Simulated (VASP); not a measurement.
Given:

```yaml
crystal:
  lattice:
    - [4.08858, -2.26592, -0.02014]
    - [4.08858, 2.26592, -0.02014]
    - [2.85113, 0.00000, 3.70437]
  atoms:
    - { symbol: Bi, position: [0.23724, 0.23724, 0.23724] }
    - { symbol: Bi, position: [0.76276, 0.76276, 0.76276] }
```

These are PBE GGA with D4 dispersion, VASP's PBE PAW potentials (set 64) (plane waves; VASP 6.6.1) values and carry that method's errors. Numerical set-up: 520 eV cut-off, 9×9×9 Γ-centred mesh, first-order Methfessel-Paxton smearing of 0.10 eV, potentials Bi_d.

Unless said otherwise, spin-orbit coupling is left out, though it shifts the bands of the heavy elements here.

**Question.** What does the run give for the energy per atom (σ→0), band gap (on the k-mesh) with the smallest direct gap where there is one?

**Answer.** 
The band gap (on the k-mesh) is none (metal, semimetal or under 0.01 eV) and the energy per atom (σ→0) is -4.378 eV/atom.

Total energies compare only between runs with the same potentials, cut-off and functional.

The compound is Bi in the a7 structure. It was relaxed first. The start is the result of an earlier pass.
